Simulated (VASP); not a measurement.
A VASP calculation is set up with these files.

POSCAR:
```
PdIn
1.0
  3.4376931315   0.0000000000   0.0000000000
  0.0000000000   3.4376931315   0.0000000000
  0.0000000000   0.0000000000   3.4376931315
In Pd
1 1
Cart
  1.7188465658   1.7188465658   1.7188465658
  0.0000000000   0.0000000000   0.0000000000
```

### INCAR
```
ISMEAR = -5   # tetrahedra, Bloechl
LORBIT = 11
AGGAC = 0.0
ALGO = Normal
GGA = ML
NELM = 100   # most electronic steps
EDIFF = 1E-7   # SCF stop (eV)
ENCUT = 520   # plane-wave cut-off (eV)
ISIF = 2
ZAB_VDW = -1.8867
LMAXMIX = 4   # l cut-off of mixed one-centre charges
PREC = Accurate
LUSE_VDW = .TRUE.
NEDOS = 601   # DOS grid
SYSTEM = PdIn
LCHARG = .TRUE.
LASPH = .TRUE.
LWAVE = .FALSE.
LREAL = .FALSE.
```

KPOINTS:
```
Automatic
0
G
 12 12 12
0 0 0
```

POTCAR, in this order: In_d Pd (PBE.64 set). Program: vasp_std.

### Question
Write an equivalent input for Quantum ESPRESSO's pw.x.

### Answer
One equivalent input (not run):
```
&CONTROL
  calculation = 'scf'
  pseudo_dir = './pseudo'
  outdir = './out'
  tprnfor = .true.
  tstress = .true.
/
&SYSTEM
  ibrav = 0
  nat = 2
  ntyp = 2
  ecutwfc = 82
  occupations = 'tetrahedra'
  input_dft = 'vdw-df2'
/
&ELECTRONS
  conv_thr = 7.3e-09
  electron_maxstep = 100
/
ATOMIC_SPECIES
  In 114.818 In.upf
  Pd 106.420 Pd.upf
CELL_PARAMETERS angstrom
     3.4376931    0.0000000    0.0000000
     0.0000000    3.4376931    0.0000000
     0.0000000    0.0000000    3.4376931
ATOMIC_POSITIONS crystal
  In   0.5000000  0.5000000  0.5000000
  Pd   0.0000000  0.0000000  0.0000000
K_POINTS automatic
  12 12 12 0 0 0
```
Limits of the translation: the potentials are each code's own (VASP's PAW set, PseudoDojo norm-conserving files in pw.x), so ENCUT and ecutwfc are chosen apart and not converted; conv_thr bounds pw.x's estimated SCF error, while EDIFF bounds the energy change between steps.

The compound is PdIn in the CsCl type structure. It was relaxed first, which changed the volume by +18 %.
